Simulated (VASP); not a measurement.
An input for Quantum ESPRESSO's pw.x (written as the equivalent of a VASP run, and not itself run):

```
&CONTROL
  calculation = 'vc-relax'
  pseudo_dir = './pseudo'
  outdir = './out'
  tprnfor = .true.
  tstress = .true.
  nstep = 60
  forc_conv_thr = 0.00039
/
&SYSTEM
  ibrav = 0
  nat = 2
  ntyp = 2
  ecutwfc = 84
  occupations = 'smearing'
  smearing = 'gaussian'
  degauss = 0.003675
  input_dft = 'vdw-df2-b86r'
/
&ELECTRONS
  conv_thr = 7.3e-08
  electron_maxstep = 100
/
&IONS
/
&CELL
/
ATOMIC_SPECIES
  Al 26.982 Al.upf
  As 74.922 As.upf
CELL_PARAMETERS angstrom
     0.0000000    2.8556705    2.8556705
     2.8556705   -0.0000000    2.8556705
     2.8556705    2.8556705   -0.0000000
ATOMIC_POSITIONS crystal
  Al   0.0000000  0.0000000  0.0000000
  As   0.2500000  0.2500000  0.2500000
K_POINTS automatic
  7 7 7 0 0 0
```

Question: Write the VASP files for the same calculation (rev-vdW-DF2).

Answer: This is not unique; one that fits is 
### KPOINTS
```
Automatic mesh
0
Gamma
7 7 7
0 0 0
```

**POSCAR**
```
AlAs
1.0
  0.0000000000   2.8556705474   2.8556705474
  2.8556705474   0.0000000000   2.8556705474
  2.8556705474   2.8556705474   0.0000000000
Al As
1 1
Cart
  0.0000000000   0.0000000000   0.0000000000
  1.4278352737   1.4278352737   1.4278352737
```

### INCAR
```
SYSTEM = AlAs
PREC = Accurate
ENCUT = 520
EDIFF = 1E-6
NELM = 100
ALGO = Normal
LREAL = .FALSE.
LASPH = .TRUE.
ISMEAR = 0
SIGMA = 0.05
GGA = MK
PARAM1 = 0.1234568
PARAM2 = 0.7114
ZAB_VDW = -1.8867
LUSE_VDW = .TRUE.
AGGAC = 0.0
LMAXMIX = 4
LWAVE = .FALSE.
LCHARG = .FALSE.
IBRION = 2
ISIF = 3
NSW = 60
EDIFFG = -0.01
```

POTCAR, in this order: Al As (PBE.64 set). Program: vasp_std.

What does not carry over: the potentials are each code's own (VASP's PAW set, PseudoDojo norm-conserving files in pw.x), so ENCUT and ecutwfc are chosen apart and not converted; conv_thr bounds pw.x's estimated SCF error, while EDIFF bounds the energy change between steps; forc_conv_thr acts on force components and is met together with etot_conv_thr.

The compound is AlAs in the zinc blende structure. It was relaxed first. The start is the result of an earlier pass.
